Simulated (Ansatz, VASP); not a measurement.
# Cross-check of SiO2 (Quartz) between VASP and Ansatz, part 3 of 3

Wanted: the spread between two codes on one cell, functional and k mesh. The cell is taken from a series of runs on this material, whose earlier steps may have relaxed, scaled, displaced or heated it; both programs get it as it stands.

VASP 6.6.1 and Ansatz 0.2.0.

So far: The structure; VASP: zone-centre phonons, PBE.

## 3. Ansatz: zone-centre phonons, PBE

Level of this step: Ansatz beside VASP: Kohn-Sham DFT, plane waves, PBE (Ansatz).

Ansatz runs on its PAW soft_1 files.

The same cell, functional and mesh now go to Ansatz, which takes its cutoff from its data sets.

File input.yaml:

```yaml
crystal:
  lattice:
    - [5.0217182311, 0.0, 0.0]
    - [-2.5108591156, 4.3489355587, 0.0]
    - [0.0, 0.0, 5.5101572042]
  atoms:
    - { symbol: Si, position: [0.5233784777, 0.0, 0.3333333333] }
    - { symbol: Si, position: [0.0, 0.5233784777, 0.6666666667] }
    - { symbol: Si, position: [0.4766215223, 0.4766215223, 0.0] }
    - { symbol: O, position: [0.1588802292, 0.4144768297, 0.8719740298] }
    - { symbol: O, position: [0.5855231703, 0.7444033995, 0.2053073631] }
    - { symbol: O, position: [0.2555966005, 0.8411197708, 0.5386406965] }
    - { symbol: O, position: [0.4144768297, 0.1588802292, 0.1280259702] }
    - { symbol: O, position: [0.7444033995, 0.5855231703, 0.7946926369] }
    - { symbol: O, position: [0.8411197708, 0.2555966005, 0.4613593035] }
kpoints:
  mp_grid: { grid: [6, 6, 4] }
hamiltonian:
  xc: pbe
  pseudopotentials: { kind: paw, azcp: { folder: soft_1 } }
scf:
  occupations: { method: fixed }
output:
  eigenvalues: true
phonons:
  method: fd
  supercell: [1, 1, 1]
  amplitude: 0.01
```

Command:

```sh
$ ansatz run input.yaml --threads 4 --pin off --max-ram 8192MiB --backend cpu --events-out ev --progress --plain --runs-dir out
```

Numbers of over 12 decimals in the logs are rounded to 6 here.

Output:

```text
Engine: ansatz 0.2.0, x86_64-unknown-linux-gnu
Pseudopotentials: kind: paw
Pseudopotential: Si, paw, valence charge 4, recommended cutoff 420 eV (normal), soft_1/Si.paw.azcp
Pseudopotential: O, paw, valence charge 6, recommended cutoff 420 eV (normal), soft_1/O.paw.azcp
Functional definition: PBE
  parameter kappa = 0.804
  parameter beta = 0.066725
  exchange = pbe_x(kappa = kappa, mu = beta*pi^2/3)
  correlation = pbe_c(beta = beta)
Crystal: 9 atoms, lattice volume = 120.337 Å³
Basis set: ecut = 420 eV, 2365 PW (Γ), exchange–correlation on 72×72×80 points (8 copies of the dense FFT grid, shifted against one another)
Bands: 33, of which v1, the nominal top of the filled ones, is band 24 counted from 1 (23 counted from 0)
Symmetry: 6 space group operations
k-points: 24 of 144 (time reversal used)
Non-local potential: Si, projectors of the file, l = 0: 2, l = 1: 2, l = 2: 1
Non-local potential: O, projectors of the file, l = 0: 2, l = 1: 2, l = 2: 1
PAW form: soft (Blöchl's): semilocal exchange-correlation on the pseudo side does not see the compensation charge
PAW one-centre angular grid: Si, 110 points (default); XC on 64 Gauss nodes
PAW one-centre angular grid: O, 110 points (default); XC on 64 Gauss nodes
Initial density: superposition of atomic densities (chi_scale 0.1, normalization cell, long waves kept (reshape's long-wave potential 0.02 eV rms))
Initial wavefunctions: pseudopotential atomic-orbital guess
Functional: x = pbe(κ = 0.804, μ = 0.219515), c = pbe(β = 0.066725)
SCF iter   1: F=—  HF=-5327.189222 eV  |F-HF|=—  |Δ(HF+E_count)|=         —  Δρ=1.28e-1  dr2=1.79e1  ethr=3.10e-3  ⟨swp⟩=5.0  Hψ=3371  notcnv=0  defer=147
preconditioner: auto → Resta (q_TF=auto, 2.341 Å⁻¹)  ε∞=2.7  [insulator: Δε(μ)=7.077 eV  Ē_g=17.858 eV  n_scr=22 (ndim 8)  ℏωp=23.5 eV  f_vac=0.012  ε∞_Penn≈2.7]
SCF iter   2: F=—  HF=-5322.298363 eV  |F-HF|=—  |Δ(HF+E_count)|=    4.89e0  Δρ=4.31e-2  dr2=9.06e-1  ethr=3.10e-3  ⟨swp⟩=3.9  Hψ=2199  notcnv=0  defer=136
SCF iter   3: F=—  HF=-5322.241005 eV  |F-HF|=—  |Δ(HF+E_count)|=   5.74e-2  Δρ=2.14e-2  dr2=3.04e-1  ethr=1.89e-3  ⟨swp⟩=2.0  Hψ=817  notcnv=0  defer=162
SCF iter   4: F=—  HF=-5322.260752 eV  |F-HF|=—  |Δ(HF+E_count)|=   1.97e-2  Δρ=1.52e-3  dr2=2.18e-3  ethr=6.34e-4  ⟨swp⟩=3.0  Hψ=1366  notcnv=0  defer=163
SCF iter   5: F=—  HF=-5322.265225 eV  |F-HF|=—  |Δ(HF+E_count)|=   4.47e-3  Δρ=2.77e-4  dr2=1.21e-4  ethr=4.55e-6  ⟨swp⟩=3.0  Hψ=1258  notcnv=0  defer=166
SCF iter   6: F=—  HF=-5322.265395 eV  |F-HF|=—  |Δ(HF+E_count)|=   1.70e-4  Δρ=6.04e-5  dr2=5.95e-6  ethr=2.51e-7  ⟨swp⟩=2.0  Hψ=1256  notcnv=0  defer=166
SCF iter   7: F=—  HF=-5322.265407 eV  |F-HF|=—  |Δ(HF+E_count)|=   1.19e-5  Δρ=1.06e-5  dr2=1.18e-7  ethr=1.24e-8  ⟨swp⟩=2.0  Hψ=1345  notcnv=0  defer=163
SCF iter   8: F=—  HF=-5322.265408 eV  |F-HF|=—  |Δ(HF+E_count)|=   9.27e-7  Δρ=1.98e-6  dr2=4.89e-9  ethr=2.45e-10  ⟨swp⟩=2.3  Hψ=1397  notcnv=0  defer=71
SCF iter   9: F=-5322.265408 eV  HF=-5322.265408 eV  |F-HF|=1.27e-10  |Δ(HF+E_count)|=   9.45e-9  Δρ=3.01e-7  dr2=9.30e-11  ethr=2.08e-12  ⟨swp⟩=16.0  Hψ=5162  notcnv=0
SCF 1 converged in 9 iterations: F = -5322.265408 eV  dr2 = 9.30e-11
  greatest PAW one-centre occupation: 0.859 electrons in one spin orbital (limit 2), on the O atom at site 8 (counted from 0), in its partial waves of l = 0
Symmetry: 1 space group operations
k-points: 76 of 144 (time reversal used)
Initial density: handed on by an earlier stage of this run
Initial wavefunctions: those handed on with the density
iter 1 solved again at ethr=1.31e-6 eV; its pass at ethr=3.10e-3 eV (dr2=6.31e-4 eV) is discarded
[...]
preconditioner: auto → Resta (q_TF=auto, 2.341 Å⁻¹)  ε∞=3.0  [insulator: Δε(μ)=5.683 eV  Ē_g=16.654 eV  n_scr=22 (ndim 8)  ℏωp=23.5 eV  f_vac=0.147  ε∞_Penn≈3.0]
[...]
preconditioner: auto → Resta (q_TF=auto, 2.341 Å⁻¹)  ε∞=3.0  [insulator: Δε(μ)=5.688 eV  Ē_g=16.661 eV  n_scr=22 (ndim 8)  ℏωp=23.5 eV  f_vac=0.148  ε∞_Penn≈3.0]
[...]
SCF 7 converged in 9 iterations: F = -5322.265014 eV  dr2 = 4.66e-12
[...]
preconditioner: auto → Resta (q_TF=auto, 2.341 Å⁻¹)  ε∞=3.0  [insulator: Δε(μ)=5.680 eV  Ē_g=16.647 eV  n_scr=22 (ndim 8)  ℏωp=23.5 eV  f_vac=0.147  ε∞_Penn≈3.0]
[...]
SCF 8 converged in 5 iterations: F = -5322.265011 eV  dr2 = 4.53e-11
  greatest PAW one-centre occupation: 0.859 electrons in one spin orbital (limit 2), on the O atom at site 6 (counted from 0), in its partial waves of l = 0
[...]
preconditioner: auto → Resta (q_TF=auto, 2.341 Å⁻¹)  ε∞=3.0  [insulator: Δε(μ)=5.681 eV  Ē_g=16.651 eV  n_scr=22 (ndim 8)  ℏωp=23.5 eV  f_vac=0.147  ε∞_Penn≈3.0]
[...]
SCF iter   5: F=—  HF=-5322.264237 eV  |F-HF|=—  |Δ(HF+E_count)|=   1.25e-7  Δρ=8.00e-6  dr2=7.51e-8  ethr=2.03e-9  ⟨swp⟩=2.5  Hψ=3914  notcnv=0  defer=163
SCF iter   6: F=—  HF=-5322.264237 eV  |F-HF|=—  |Δ(HF+E_count)|=   2.22e-8  Δρ=4.19e-6  dr2=1.60e-8  ethr=1.56e-10  ⟨swp⟩=2.0  Hψ=3731  notcnv=0  defer=163
SCF iter   7: F=—  HF=-5322.264237 eV  |F-HF|=—  |Δ(HF+E_count)|=   1.26e-9  Δρ=6.79e-7  dr2=4.94e-10  ethr=3.34e-11  ⟨swp⟩=2.0  Hψ=3714  notcnv=0  defer=163
SCF iter   8: F=-5322.264237 eV  HF=-5322.264237 eV  |F-HF|=2.18e-11  |Δ(HF+E_count)|=  4.93e-10  Δρ=3.13e-7  dr2=8.53e-11  ethr=1.00e-12  ⟨swp⟩=5.4  Hψ=9750  notcnv=0
SCF 9 converged in 8 iterations: F = -5322.264237 eV  dr2 = 8.53e-11
iter 1 solved again at ethr=1.12e-9 eV; its pass at ethr=3.10e-3 eV (dr2=5.38e-7 eV) is discarded
SCF iter   1: F=—  HF=-5322.264218 eV  |F-HF|=—  |Δ(HF+E_count)|=         —  Δρ=4.66e-5  dr2=8.15e-7  ethr=1.12e-9  ⟨swp⟩=3.0  Hψ=11178  notcnv=0  defer=159
preconditioner: auto → Resta (q_TF=auto, 2.341 Å⁻¹)  ε∞=3.0  [insulator: Δε(μ)=5.686 eV  Ē_g=16.656 eV  n_scr=22 (ndim 8)  ℏωp=23.5 eV  f_vac=0.148  ε∞_Penn≈3.0]
SCF iter   2: F=—  HF=-5322.264221 eV  |F-HF|=—  |Δ(HF+E_count)|=   2.34e-6  Δρ=1.86e-5  dr2=8.35e-8  ethr=1.12e-9  ⟨swp⟩=2.0  Hψ=4134  notcnv=0  defer=159
SCF iter   3: F=—  HF=-5322.264221 eV  |F-HF|=—  |Δ(HF+E_count)|=   7.84e-9  Δρ=9.20e-6  dr2=1.72e-8  ethr=1.74e-10  ⟨swp⟩=2.5  Hψ=4067  notcnv=0  defer=159
SCF iter   4: F=—  HF=-5322.264221 eV  |F-HF|=—  |Δ(HF+E_count)|=   4.96e-9  Δρ=6.51e-7  dr2=3.63e-10  ethr=3.57e-11  ⟨swp⟩=2.4  Hψ=4067  notcnv=0  defer=159
SCF iter   5: F=-5322.264221 eV  HF=-5322.264221 eV  |F-HF|=2.27e-11  |Δ(HF+E_count)|=  4.55e-12  Δρ=3.13e-7  dr2=8.20e-11  ethr=1.00e-12  ⟨swp⟩=5.3  Hψ=9687  notcnv=0
SCF 10 converged in 5 iterations: F = -5322.264221 eV  dr2 = 8.20e-11
SCF converged after 9 iterations
Free energy (F): -5322.265408 eV
Harris-Foulkes:  -5322.265408 eV  (|F-HF|=1.27e-10)
Internal energy: -5322.265408 eV  (E = F + TS)
E sigma→0 (E₀):  -5322.265408 eV
Fermi energy:    1.960002 eV
--- Per-component energies (eV) ---
  E_band       = -230.293231
  E_kinetic    = 1163.252200
  E_local      = -3034.328000  (includes V_loc(G=0)·N_el)
  E_nonlocal   = 379.092415
  E_hartree    = 1115.327859
  E_xc         = -601.906179
  E_vxc        = -695.457816  (∫ρ·V_xc dr)
  E_paw        = -2517.903048  (= ΣΔE_a)
  E_vpaw       = -273.512847  (= ΣTr[D̂ρ^β])
  E_aug_tail   = 0.005024  (compensation charges beyond the density's cutoff)
  E_ewald      = -1825.805678
  E_smearing   = -0.000000  (= −TS)
  E_closure    = 0.000000  (closes the sum)
  Σ components = -5322.265408   (vs F -5322.265408, Δ=0.00e0)
--- Forces (eV/Å), atoms counted from 1 ---
  atom   1  Si     0.00037697     0.00000000    -0.00000000
  atom   2  Si    -0.00018848     0.00032646    -0.00000000
  atom   3  Si    -0.00018848    -0.00032646     0.00000000
  atom   4  O      0.00010877    -0.00003729     0.00013126
  atom   5  O     -0.00002209     0.00011285     0.00013126
  atom   6  O     -0.00008668    -0.00007555     0.00013126
  atom   7  O     -0.00008668     0.00007555    -0.00013126
  atom   8  O      0.00010877     0.00003729    -0.00013126
  atom   9  O     -0.00002209    -0.00011285    -0.00013126
  max |Σ_I F_I| component: 4.05e-17 eV/Å
--- Band table (eV; the first three rows and the last of 24) ---
  k-point 0: bands = [... 20 lower, 1.0149, 1.4623, 1.6307, 1.6307, 7.6437, 11.0511, 11.0511, 11.3107, ... 5 higher]
  k-point 1: bands = [... 20 lower, 0.9689, 1.5859, 1.6962, 1.8898, 8.2215, 10.7835, 10.9405, 10.9705, ... 5 higher]
  k-point 2: bands = [... 20 lower, 0.8321, 1.8329, 1.8329, 1.8372, 9.5401, 9.5401, 10.7576, 11.5420, ... 5 higher]
  k-point 23: bands = [... 20 lower, 1.0614, 1.1992, 1.3954, 1.3954, 10.3634, 11.5283, 11.5283, 11.7730, ... 5 higher]
--- Phonons: 9 displaced members + reference (amplitude 0.01 Å, Σ member SCF iterations 63) ---
  symmetry images taken by strict's conditions (phonons.symmetry_images: auto; settled by no image being taken that strict refuses)
  ASR residual: 1.780e-3 → 0.000e0 eV/Å²; symmetrization residual: 3.638e-3 eV/Å²
  largest component of a force at the reference: 3.8e-4 eV/Å
  ASR residual per site (eV/Å²): 1.78e-3 1.41e-3 1.41e-3 1.42e-3 1.23e-3 1.13e-3 1.13e-3 1.42e-3 1.23e-3
  Γ frequencies (cm⁻¹): 0.00 0.00 0.00 113.49 113.49 160.80 245.51 245.51 339.00 349.19 372.67 372.67 413.92 413.92 431.21 452.78 660.98 660.98 747.40 759.36 759.36 1029.85 1029.85 1035.43 1047.58 1132.06 1132.06
  density of states and harmonic sums: on the 14×14×11 q-mesh, interpolated from the force constants of a 1×1×1 supercell (no non-analytic term)
  largest difference from the sums on the solved wave vectors: F 2.98e-1 eV, S 4.86e-4 and C_V 1.88e-4 eV/K
  zero-point energy: 0.890100 eV/cell   skipped modes (ω ≤ 0): 204, of them read as no rigid motion or as one in doubt: 201 (8.182e-1 modes/cell left out, lowest -137.20 cm⁻¹)   left out of the sums: 3.04e-2 of the cell's modes: C_V's classical limit lies that fraction below 3 k_B per atom; for a crystal, a wire or a layer, F and S can be off by more, and a phonons.interpolated_qmesh denser along its periods is the remedy for the sampling
```

The column dr2 measures how far the density is from self-consistency, as an energy; F and HF (Harris–Foulkes) agree once it is small.

## 4. Side by side

Known differences besides the potentials themselves: fixed occupations in Ansatz, narrow Gaussian smearing in VASP; the cutoff is 420 eV in Ansatz and 600 eV in VASP. Total energies have different zeros and are not compared.

The two programs side by side:

```csv
quantity,Ansatz,VASP,difference
optical mode 1 to 2 (cm⁻¹),113.5,116.6,-2.64 %
optical mode 3 (cm⁻¹),160.8,161.5,-0.43 %
optical mode 4 to 5 (cm⁻¹),245.5,247.1,-0.63 %
optical mode 6 (cm⁻¹),339.0,340.5,-0.44 %
optical mode 7 (cm⁻¹),349.2,351.8,-0.73 %
optical mode 8 to 9 (cm⁻¹),372.7,374.3,-0.44 %
optical mode 10 to 11 (cm⁻¹),413.9,416.4,-0.60 %
optical mode 12 (cm⁻¹),431.2,431.8,-0.14 %
optical mode 13 (cm⁻¹),452.8,454.4,-0.35 %
optical mode 14 to 15 (cm⁻¹),661.0,661.7,-0.11 %
optical mode 16 (cm⁻¹),747.4,749.3,-0.26 %
optical mode 17 to 18 (cm⁻¹),759.4,758.8,+0.07 %
optical mode 19 to 20 (cm⁻¹),1029.8,1038.9,-0.87 %
optical mode 21 (cm⁻¹),1035.4,1044.5,-0.87 %
optical mode 22 (cm⁻¹),1047.6,1056.5,-0.84 %
optical mode 23 to 24 (cm⁻¹),1132.1,1134.7,-0.23 %
```

Modes are paired by rising frequency, not by their patterns, so a pair may set unlike modes beside each other; they are those without the splitting of longitudinal modes.

## 5. Outcome

```
r.m.s. difference of the optical zone-centre modes, each program's sorted by frequency (zone-centre phonons, PBE) : 4.1 cm⁻¹
difference in optical mode 1 to 2 (zone-centre phonons, PBE)                                                      : -2.6 %
```

**Reading.** The r.m.s. difference of the optical zone-centre modes, each program's sorted by frequency is 4.1 cm⁻¹ (zone-centre phonons, PBE). Among the rows given in per cent, the largest difference of the zone-centre phonons, PBE pair is in optical mode 1 to 2, -2.6 %. How closely two codes agree says nothing of how well the functional describes the real material.

[Lines on the potential files, build, host, timing and source positions are cut from VASP's logs without a mark.]

[Logs are printed without paths, hosts, clocks, repeated set-up lines and the standing remarks that a program may print on its own settings, such as how far it seeks lower states.]

[Hosts, paths, dates, database ids (printed as entryN), source tags and the programs' standing remarks are cut or masked in the printed files.]
